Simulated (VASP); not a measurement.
# PmO (R-3m) in VASP: settings compared

Aim: see how the results for PmO move with the level of theory and the settings. Levels: r2SCAN+U, PBEsol+U. Tasks: single point.

Everything below comes from runs of VASP 6.6.1. Logs are shortened: lines on timing, memory, paths and dates and some standing lists are left out, and cuts for length are marked.

**1. Starting point**

The structure is trigonal, space group R-3m (No. 166). The conventional cell has a = 2.423 Å, b = 2.423 Å, c = 11.595 Å, α = 90.00°, β = 90.00°, γ = 120.00°. Around Pm (site symmetry -3m) lie 6 O at 2.39 Å and 6 Pm at 2.42 Å. Around O (site symmetry -3m) lie 6 Pm at 2.39 Å and 6 O at 2.42 Å.

The cell comes from a database or a generator and needn't be the stable form of this composition.

**2. Single point, r2SCAN+U, collinear spin, random start**

The input, INCAR:

```
ALGO     = Normal         # electronic algorithm
EDIFF    = 1E-6           # SCF threshold, eV
ENCUT    = 520            # plane-wave cutoff, eV
ISIF     = 2              # what is computed and relaxed
ISMEAR   = 0              # smearing method
ISPIN    = 2              # spin polarisation
LASPH    = True           # aspherical terms in the spheres
LCHARG   = True           # write CHGCAR
LDAU     = True           # DFT+U
LDAUJ    = 0 0          
LDAUL    = 3 -1           # shell
LDAUPRINT= 1            
LDAUTYPE = 2            
LDAUU    = 5 0            # U, eV
LELF     = True           # ELF
LMAXMIX  = 6              # l up to which the mixer works
LMIXTAU  = True         
LORBIT   = 11             # projections on sites
LREAL    = False          # projectors in reciprocal space
LVHAR    = True         
LWAVE    = False          # write WAVECAR
MAGMOM   = -0.57 0        # initial moments
METAGGA  = R2SCAN         # meta-GGA
NELM     = 150            # most SCF steps
PREC     = Accurate       # precision mode
SIGMA    = 0.05           # smearing width, eV
```

The input, KPOINTS:

```
k-points
0
Gamma
  9 9 9
```

The input, POSCAR:

```
PmO
1.0
    1.2114095000      0.6994076000      3.8651574800
   -1.2114095000      0.6994076000      3.8651574800
    0.0000000000     -1.3988152000      3.8651574800
Pm O
1 1
Direct
    0.5000000000      0.5000000000      0.5000000000
    0.0000000000      0.0000000000      0.0000000000
```

Potentials or basis: VASP PAW PBE potentials, release 64 (Pm, O).

Launch:

```
> cat potpaw_PBE.64/Pm/POTCAR potpaw_PBE.64/O/POTCAR > POTCAR
> mpirun -np 1 vasp_std > vasp.out
```

OUTCAR:

```text
EDIFF = 1E-6
   ENCUT = 520
   ISIF = 2
   ISMEAR = 0
   ISPIN = 2
   LASPH = True
   LORBIT = 11
   LREAL = False
   METAGGA = R2SCAN
   NELM = 150
   PREC = Accurate

 ion  position               nearest neighbor table
   1  0.500  0.500  0.500-   2 2.39   2 2.39   2 2.39   2 2.39   2 2.39   2 2.39
   2  0.000  0.000  0.000-   1 2.39   1 2.39   1 2.39   1 2.39   1 2.39   1 2.39

  LATTYP: Found a trigonal (rhomboedric) cell.
 ALAT       =     4.1104897899
 COS(alpha) =     0.8262900091

  Lattice vectors:

 A1 = (   1.2114095000,   0.6994076000,   3.8651574800)
 A2 = (  -1.2114095000,   0.6994076000,   3.8651574800)
 A3 = (   0.0000000000,  -1.3988152000,   3.8651574800)

Analysis of symmetry for initial positions (statically):
=====================================================================
 Subroutine PRICEL returns:
 Original cell was already a primitive cell.

 Routine SETGRP: Setting up the symmetry group for a
 trigonal (rhombohedral) supercell.

 Subroutine GETGRP returns: Found 12 space group operations
 (whereof 12 operations were pure point group operations)
 out of a pool of 12 trial point group operations.

The static configuration has the point symmetry D_3d.

Analysis of symmetry for dynamics (positions and initial velocities):
=====================================================================
 Subroutine PRICEL returns:
 Original cell was already a primitive cell.

 Routine SETGRP: Setting up the symmetry group for a
 trigonal (rhombohedral) supercell.

 Subroutine GETGRP returns: Found 12 space group operations
 (whereof 12 operations were pure point group operations)
 out of a pool of 12 trial point group operations.

The dynamic configuration has the point symmetry D_3d.

Analysis of structural, dynamic, and magnetic symmetry:
=====================================================================
[... 198 lines left out ...]
  o =  0.2374  v =  0.0000  0.0000  0.0000  0.0000  0.0000  0.0000  0.0000  0.9541  0.0000 -0.0000 -0.2994 -0.0000  0.0000 -0.0000      0.0000  0.0000  0.0000  0.0000  0.0000  0.0000  0.0000  0.0000  0.0000  0.0000  0.0000  0.0000  0.0000  0.0000
  o =  0.9822  v =  0.0000  0.0000  0.0000  0.0000  0.0000  0.0000  0.0000 -0.0000  0.0000 -0.5278 -0.0000  0.0000 -0.8494  0.0000      0.0000  0.0000  0.0000  0.0000  0.0000  0.0000  0.0000  0.0000  0.0000  0.0000  0.0000  0.0000  0.0000  0.0000
  o =  0.9822  v =  0.0000  0.0000  0.0000  0.0000  0.0000  0.0000  0.0000 -0.0000 -0.8494 -0.0000 -0.0000 -0.5278 -0.0000 -0.0000      0.0000  0.0000  0.0000  0.0000  0.0000  0.0000  0.0000  0.0000  0.0000  0.0000  0.0000  0.0000  0.0000  0.0000
  o =  0.9823  v =  0.0000  0.0000  0.0000  0.0000  0.0000  0.0000  0.0000 -0.2994  0.0000  0.0000 -0.9541  0.0000  0.0000  0.0000      0.0000  0.0000  0.0000  0.0000  0.0000  0.0000  0.0000  0.0000  0.0000  0.0000  0.0000  0.0000  0.0000  0.0000
  o =  0.9902  v =  0.0000  0.0000  0.0000  0.0000  0.0000  0.0000  0.0000  0.0000 -0.0000  0.0000  0.0000 -0.0000  0.0000  1.0000      0.0000  0.0000  0.0000  0.0000  0.0000  0.0000  0.0000  0.0000  0.0000  0.0000  0.0000  0.0000  0.0000  0.0000

 number of electron      21.0000001 magnetization      -4.3576206

 Free energy of the ion-electron system (eV)
  ---------------------------------------------------
  ext. energy  EPLUGINS =         0.00000000
  ---------------------------------------------------
  free energy    TOTEN  =       -38.10607488 eV

  energy without entropy =      -38.10527189  energy(sigma->0) =      -38.10567338

 E-fermi :  12.4369     XC(G=0): -15.2079

 val. band max:       12.4337904924   @ k =  -0.4444   0.4444   0.4444
 cond. band min:      12.4465183923   @ k =   0.2222   0.2222   0.0000
 fundamental gap:      0.0127278999
 Fermi energy:        12.4368876713

 spin component 1

 k-point     1 :       0.0000    0.0000    0.0000
  band No.  band energies     occupation
      1     -29.0552      1.00000
      2      -8.5019      1.00000
      3      -7.6956      1.00000
      4       0.3056      1.00000
      5       0.3056      1.00000
      6      10.7315      1.00000
      7      12.9288      0.00000
      8      12.9288      0.00000
      9      14.4320      0.00000
     10      15.1513      0.00000
     11      17.2981      0.00000
     12      17.2981      0.00000
[... 793 lines left out ...]
      3      -7.1644      1.00000
      4      -5.6912      1.00000
      5      -5.3505      1.00000
      6       6.9799      1.00000
      7       7.6170      1.00000
      8       8.2598      1.00000
      9       8.6551      1.00000
     10       9.0984      1.00000
     11       9.2066      1.00000
     12       9.6532      1.00000
     13      11.7206      1.00000
     14      12.6862      0.00000

 [... further k-points ...]
[... 5 lines left out ...]
  --------------------------------------------------------------------------------------
  -------------------------------------------------------------------------------------
  Total       30.1330744     30.1330743     -4.3956630      0.0000000      0.0000000      0.0000000
  in kB     2457.0515032   2457.0514967   -358.4224492      0.0000000      0.0000000      0.0000000
  external PRESSURE =    1518.5601836 kB  Pullay stress =       0.0000000 kB

 VOLUME and BASIS-vectors are now :
 -----------------------------------------------------------------------------
  energy-cutoff  :      520.00
  volume of cell :       19.65
      direct lattice vectors                 reciprocal lattice vectors
     1.211409500  0.699407600  3.865157480     0.412742347  0.238296905  0.086240557
    -1.211409500  0.699407600  3.865157480    -0.412742347  0.238296905  0.086240557
     0.000000000 -1.398815200  3.865157480     0.000000000 -0.476593811  0.086240557

 POSITION                                       TOTAL-FORCE (eV/Angst)
 -----------------------------------------------------------------------------------
      0.00000      0.00000      5.79774        -0.000000      0.000000     -0.000000
      0.00000      0.00000      0.00000         0.000000      0.000000      0.000000
 -----------------------------------------------------------------------------------
    total drift:                               -0.000000      0.000000      0.000000

  FREE ENERGIE OF THE ION-ELECTRON SYSTEM (eV)
  ---------------------------------------------------
  free  energy   TOTEN  =       -38.1060748753 eV

  energy  without entropy=      -38.1052718872  energy(sigma->0) =      -38.10567338

 total charge

# of ion       s       p       d       f       tot
--------------------------------------------------
    1        2.058   5.673   1.444   4.414  13.589
    2        1.585   3.491   0.000   0.000   5.076
--------------------------------------------------
tot          3.643   9.164   1.444   4.414  18.665

 magnetization (x)

# of ion       s       p       d       f       tot
--------------------------------------------------
    1        0.022  -0.021  -0.139  -4.080  -4.217
    2        0.000  -0.044   0.000   0.000  -0.044
--------------------------------------------------
tot          0.022  -0.065  -0.139  -4.080  -4.261
```

OSZICAR:

```text
N       E                     dE             d eps       ncg     rms          rms(c)
DAV:   1     0.140655210060E+03    0.14066E+03   -0.97373E+03  5040   0.287E+03
DAV:   2    -0.150308493062E+02   -0.15569E+03   -0.15142E+03  5988   0.404E+02
DAV:   3    -0.425779546646E+02   -0.27547E+02   -0.27015E+02  8234   0.162E+02
DAV:   4    -0.446117236547E+02   -0.20338E+01   -0.17179E+01  7138   0.397E+01
[... 19 lines left out ...]
DAV:  24    -0.381060280020E+02   -0.15554E-03   -0.56473E-03  7776   0.132E+00    0.309E-02
DAV:  25    -0.381060694160E+02   -0.41414E-04   -0.19361E-04  8540   0.252E-01    0.132E-02
DAV:  26    -0.381060742533E+02   -0.48373E-05   -0.13673E-05  6950   0.586E-02    0.957E-03
DAV:  27    -0.381060744607E+02   -0.20738E-06   -0.16733E-05  5566   0.816E-02    0.768E-03
DAV:  28    -0.381060748753E+02   -0.41461E-06   -0.25361E-06  4912   0.324E-02
   1 F= -.38106075E+02 E0= -.38105673E+02  d E =-.802988E-03  mag=    -4.3572
```

Wall time 14 min (1 thread of Intel Xeon Platinum 8259CL at 2.50GHz (Skylake/Cascade Lake), shared host); peak memory 0.27 GiB.

Results:

* Free energy: -38.1061 eV
* Pressure: 151.9 GPa
* Band gap on the k mesh: none (metal or under the smearing width)
* Net moment: -4.36 μB per cell
* Site moments: Pm -4.22; O -0.04 μB
* Valence electrons inside the program's atomic spheres: Pm 13.59; O 5.08

Eigenvalues of the final occupation matrices:
```
    site  spin  trace                         eigenvalues
site 1 f     1   0.17  0.01 0.01 0.01 0.03 0.03 0.03 0.05
site 1 f     2   4.26  0.04 0.04 0.24 0.98 0.98 0.98 0.99
```

Caveat: the magnetic or orbital state may not be the lowest; a pressure of tens of GPa on the cell as given is suspect, and the run, the potentials or the cell itself is likely at fault; the PAW data sets were made with another functional, which shifts forces and pressure a little; spin-orbit coupling is left out, which moves the levels of the heavy elements. The state reached can hang on the start; a lower one may exist.

**3. Single point, PBEsol+U, collinear spin, ferromagnetic start**

The input, INCAR:

```
ALGO = Normal
EDIFF = 1E-7
ENCUT = 520
GGA = PS
ISIF = 2
ISMEAR = 0
ISPIN = 2
LASPH = True
LCHARG = False
LDAU = True
LDAUJ = 0 0
LDAUL = 3 -1
LDAUPRINT = 1
LDAUTYPE = 2
LDAUU = 8 0
LMAXMIX = 6
LORBIT = 11
LREAL = False
LWAVE = False
MAGMOM = 4 0
NBANDS = 22
NELM = 100
PREC = Accurate
SIGMA = 0.05
```

KPOINTS is that of step 2.

POSCAR is that of step 2.

Potentials or basis: VASP PAW PBE potentials, release 64 (Pm, O).

Launch:

```
> cat potpaw_PBE.64/Pm/POTCAR potpaw_PBE.64/O/POTCAR > POTCAR
> mpirun -np 1 vasp_std > vasp.out
```

Wall time 6.4 min (1 thread of Intel Xeon Platinum 8259CL at 2.50GHz (Skylake/Cascade Lake), shared host); peak memory 0.26 GiB.

Results (log left out):

| Item | Value |
| --- | --- |
| Free energy | -9.8031 eV |
| Pressure | 142.3 GPa |
| Band gap on the k mesh | none (metal or under the smearing width) |
| Net moment | 4.35 μB per cell |
| Site moments | Pm +4.29; O +0.01 μB |
| Valence electrons inside the program's atomic spheres | Pm 13.59; O 5.01 |

Stress tensor (GPa, compression positive):
```
230.62   0.00   0.00
  0.00 230.62   0.00
  0.00   0.00 -34.31
```

Levels at points of the mesh, in eV from the Fermi level:
Spin up:
| k point | band 9 | band 10 | band 11 | band 12 | band 13 | band 14 | band 15 | band 16 | band 17 | band 18 |
| --- | --- | --- | --- | --- | --- | --- | --- | --- | --- | --- |
| (0.00, 0.00, 0.00) | -3.55 | -2.10 | -0.53 | 0.43 | 0.43 | 1.12 | 3.39 | 3.39 | 4.08 | 4.08 |
Spin down:
```
           k point  band 4  band 5  band 6  band 7  band 8  band 9  band 10  band 11  band 12  band 13
(0.00, 0.00, 0.00)  -11.69  -11.69   -1.66    0.47    0.47    2.24     2.66     4.51     4.51     5.41
```

Eigenvalues of the final occupation matrices:
```tsv
site	spin	trace	eigenvalues
site 1 f	1	4.30	0.04 0.04 0.24 0.99 0.99 0.99 1.00
site 1 f	2	0.14	0.01 0.01 0.01 0.02 0.03 0.03 0.04
```

Caveat: the magnetic or orbital state may not be the lowest; a pressure of tens of GPa on the cell as given is suspect, and the run, the potentials or the cell itself is likely at fault; the PAW data sets were made with another functional, which shifts forces and pressure a little; spin-orbit coupling is left out, which moves the levels of the heavy elements.

**4. Single point, PBEsol+U, collinear spin, random start**

The input, INCAR:

```
PREC = Accurate
ENCUT = 520
EDIFF = 1E-6
ISMEAR = 0
SIGMA = 0.05
LREAL = F
LASPH = T
NELM = 150
ALGO = Normal
ISIF = 2
LWAVE = F
LCHARG = F
ISPIN = 2
MAGMOM = 0.88 0
LORBIT = 11
LMAXMIX = 6
LDAU = T
LDAUTYPE = 2
LDAUL = 3 -1
LDAUU = 8 0
LDAUJ = 0 0
LDAUPRINT = 1
GGA = PS
NBANDS = 22
```

The input, KPOINTS:

```
regular mesh
0
Gamma
  9 9 9
```

POSCAR is that of step 3.

Launch:

```
> cat potpaw_PBE.64/Pm/POTCAR potpaw_PBE.64/O/POTCAR > POTCAR
> mpirun -np 1 vasp_std > vasp.out
```

Run time: 5.4 min. Hardware: 1 thread of Intel Xeon Platinum 8259CL at 2.50GHz (Skylake/Cascade Lake), shared host; peak memory 0.26 GiB.

The run converged. Its results:

- Free energy: -9.8031 eV
- Pressure: 142.5 GPa
- Band gap on the k mesh: none (metal or under the smearing width)
- Net moment: 4.35 μB per cell
- Site moments: Pm +4.29; O +0.01 μB
- Valence electrons inside the program's atomic spheres: Pm 13.59; O 5.01

Stress tensor (GPa, compression positive):
```
230.80   0.00   0.00
  0.00 230.80   0.00
  0.00   0.00 -34.00
```

Levels at points of the mesh, in eV from the Fermi level:
Spin up:
```tsv
k point	band 11	band 12	band 13	band 14	band 15	band 16
(0.00, 0.00, 0.00)	-0.53	0.43	0.43	1.12	3.39	3.39
```
Spin down:
```csv
k point,band 4,band 5,band 6,band 7,band 8,band 9,band 10,band 11,band 12,band 13
"(0.00, 0.00, 0.00)",-11.69,-11.69,-1.66,0.47,0.47,2.24,2.66,4.51,4.51,5.41
```

Eigenvalues of the final occupation matrices:
| site | spin | trace | eigenvalues |
| --- | --- | --- | --- |
| site 1 f | 1 | 4.30 | 0.04 0.04 0.24 0.99 0.99 0.99 1.00 |
| site 1 f | 2 | 0.14 | 0.01 0.01 0.01 0.02 0.03 0.03 0.04 |

Caveat: the magnetic or orbital state may not be the lowest; a pressure of tens of GPa on the cell as given is suspect, and the run, the potentials or the cell itself is likely at fault; the PAW data sets were made with another functional, which shifts forces and pressure a little; spin-orbit coupling is left out, which moves the levels of the heavy elements. The state reached can hang on the start; a lower one may exist.

(Part 1 of 2 ends here.)
